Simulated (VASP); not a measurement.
Here is the system:

```
Al4PSb3
1.0
   -0.00438     5.99514     5.98985
    5.99514    -0.00438     5.98985
    2.99538     2.99538     0.00000
Al Sb P
4 3 1
Cartesian
  5.99076   5.99076  11.97042
  3.09385   5.89229   8.89861
  5.89229   3.09385   8.89861
  5.99076   5.99076   6.16341
  1.49769   1.49769   1.51808
  4.48173   1.50903   4.48840
  1.50903   4.48173   4.48840
  4.49307   4.49307   7.48268
```

These are PBEsol GGA, VASP's PBE PAW potentials (set 64) (plane waves; VASP 6.6.1) values and carry that method's errors. Settings: 400 eV cut-off, 4×4×7 Γ-centred mesh, tetrahedra with Blöchl corrections, potentials Al Sb P.

The cores are frozen, which limits the accuracy of field gradients.

Q: Give the principal components of the electric field gradient (V/Å²) and the asymmetry η at each nucleus.

A: 
```tsv
atom	Vxx	Vyy	Vzz	η
Al1	0.6	0.1	-0.7	0.68
Al2	-1.7	-0.4	2.1	0.60
Al3	-1.7	-0.4	2.1	0.60
Al4	1.5	0.0	-1.5	0.96
Sb5	-27.4	-21.6	49.0	0.12
Sb6	-49.0	-13.5	62.5	0.57
Sb7	-49.0	-13.5	62.5	0.57
P8	-8.2	-6.8	14.9	0.10
```

The structure was generated: Al4PSb3 was put into an ordered model structure (Amm2), which need not be its known phase. It was relaxed first.
